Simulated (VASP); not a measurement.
All values below come from PBE GGA, VASP's PBE PAW potentials (set 64) (plane waves; VASP).

VASP ran on this input.

### KPOINTS
```
K-points
0
gamma
  11 11 6
```

### POSCAR
```
Tl
1
    1.7964594078    -3.1115590830    -0.0000000000
    1.7964594078     3.1115590830    -0.0000000000
    0.0000000000     0.0000000000     5.6260806755
Tl
2
Direct
  0.3333330000   0.6666670000   0.2500000000
  0.6666670000   0.3333330000   0.7500000000
```

INCAR:
```
ALGO = Normal
EDIFF = 1E-6
EDIFFG = -0.01
ENCUT = 520
GGA = PE
IBRION = 2
ISIF = 3
ISMEAR = 1
LASPH = T
LCHARG = F
LMAXMIX = 4
LREAL = F
LWAVE = F
NELM = 100
NSW = 60
PREC = Accurate
SIGMA = 0.1
SYSTEM = Tl
```

POTCAR, in this order: Tl_d (PBE.64 set). Program: vasp_std.

What VASP printed:

OSZICAR:
```
       N       E                     dE             d eps       ncg     rms          rms(c)
DAV:   1     0.127253847058E+03    0.12725E+03   -0.14283E+04  2192   0.142E+03
DAV:   2    -0.236298115069E+01   -0.12962E+03   -0.12815E+03  2377   0.291E+02
DAV:   3    -0.448570004833E+01   -0.21227E+01   -0.20797E+01  2637   0.335E+01
DAV:   4    -0.449989809808E+01   -0.14198E-01   -0.14183E-01  2371   0.263E+00
DAV:   5    -0.450006335156E+01   -0.16525E-03   -0.16525E-03  2589   0.301E-01    0.227E+00
DAV:   6    -0.446467210390E+01    0.35391E-01   -0.71260E-02  2254   0.219E+00    0.164E+00
DAV:   7    -0.445878158757E+01    0.58905E-02   -0.28842E-02  2250   0.139E+00    0.646E-01
DAV:   8    -0.445846721000E+01    0.31438E-03   -0.17250E-03  2262   0.343E-01    0.334E-02
DAV:   9    -0.445847414242E+01   -0.69324E-05   -0.13797E-05  2597   0.342E-02    0.123E-02
DAV:  10    -0.445848029943E+01   -0.61570E-05   -0.58493E-06  1753   0.222E-02    0.107E-03
DAV:  11    -0.445848044725E+01   -0.14782E-06   -0.29971E-07  1195   0.524E-03
   1 F= -.44584804E+01 E0= -.44577805E+01  d E =-.445848E+01
```

OUTCAR:
```
------------------------ aborting loop because EDIFF is reached ----------------------------------------
  FORCE on cell =-STRESS in cart. coord.  units (eV):
  Direction    XX          YY          ZZ          XY          YZ          ZX
  --------------------------------------------------------------------------------------
  Total       -0.0183616     -0.0183616      0.0073991      0.0000000      0.0000000      0.0000000
  in kB       -0.4677235     -0.4677235      0.1884763      0.0000000      0.0000000      0.0000000
  external PRESSURE =      -0.2489902 kB  Pullay stress =       0.0000000 kB
  volume of cell :       62.90
      direct lattice vectors                 reciprocal lattice vectors
     1.796459408 -3.111559083  0.000000000     0.278325242 -0.160691148  0.000000000
     1.796459408  3.111559083  0.000000000     0.278325242  0.160691148  0.000000000
     0.000000000  0.000000000  5.626080675     0.000000000  0.000000000  0.177743630
 POSITION                                       TOTAL-FORCE (eV/Angst)
 -----------------------------------------------------------------------------------
      1.79646      1.03719      1.40652        -0.000000      0.000000      0.000000
      1.79646     -1.03719      4.21956         0.000000     -0.000000      0.000000
 -----------------------------------------------------------------------------------
    total drift:                               -0.000000      0.000479      0.000009
  FREE ENERGIE OF THE ION-ELECTRON SYSTEM (eV)
  ---------------------------------------------------
  free  energy   TOTEN  =        -4.4584804473 eV

  energy  without entropy=       -4.4563805704  energy(sigma->0) =       -4.45778049

 reached required accuracy - stopping structural energy minimisation
```
(Selected blocks of OUTCAR.)

The compound is Tl in the hcp structure. It was relaxed first, which changed the volume by +10 %. The start is the result of an earlier pass.
